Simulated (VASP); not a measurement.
Input of a VASP 6.6.1 run:

The input run.py:

```python
from ase.calculators.vasp import Vasp
from ase.eos import EquationOfState
from ase.io import Trajectory
from ase.spacegroup import crystal
from ase.units import GPa

atoms = crystal(
    ['Y', 'Si', 'Mg', 'Mg', 'Mg', 'Mg'],
    basis=[[0.5, 0.0, 0.177332], [0.5, 0.5, 0.160656], [0.0, 0.5, 0.320027], [0.0, 0.0, 0.338721], [0.0, 0.253067, 0.07706], [0.5, 0.750254, 0.42457]],
    spacegroup=38,
    setting=1,
    cellpar=[5.08297, 6.062741, 11.681772, 90.0, 90.0, 90.0],
    primitive_cell=True,
)
calc = Vasp(
    directory='calc',
    xc='lda',
    pp='LDA',
    setups='recommended',
    pp_version='54',
    prec='Accurate',
    encut=520,
    ediff=1e-06,
    ismear=-5,
    sigma=0.05,
    lreal=False,
    lasph=True,
    nelm=60,
    algo='Normal',
    isif=2,
    lwave=False,
    lcharg=False,
    kpts=[5, 5, 5],
    gamma=False,
)
atoms.calc = calc
cell = atoms.cell.copy()
volumes, energies = [], []
traj = Trajectory('eos.traj', 'w')
for x in [0.94, 0.96, 0.98, 1.0, 1.02, 1.04, 1.06]:
    atoms.set_cell(cell * x ** (1 / 3), scale_atoms=True)
    volumes.append(atoms.get_volume())
    energies.append(atoms.get_potential_energy())
    traj.write(atoms)
    print(f'{x:5.2f} {volumes[-1]:12.5f} {energies[-1]:14.6f}')

v0, e0, B = EquationOfState(volumes, energies, eos='murnaghan').fit()
print(f'V0 = {v0:.4f} A^3, E0 = {e0:.6f} eV, B = {B / GPa:.2f} GPa')
```

Potentials or basis: VASP PAW LDA potentials, release 54 (Y_sv, Mg, Si).

Launch:

```bash
$ python run.py
```

(1) Estimate the equilibrium volume.

(2) Predict the bulk modulus at fixed shape and positions.

Results:

(1) 20.98 Å³/atom (rough: see the caveat).

(2) 50 GPa (rough).

Caveat: the minimum lies outside the volumes run; the cell was scaled at fixed shape and fractional positions, which overstates the stiffness of a crystal with free parameters, most of all of layers and chains.
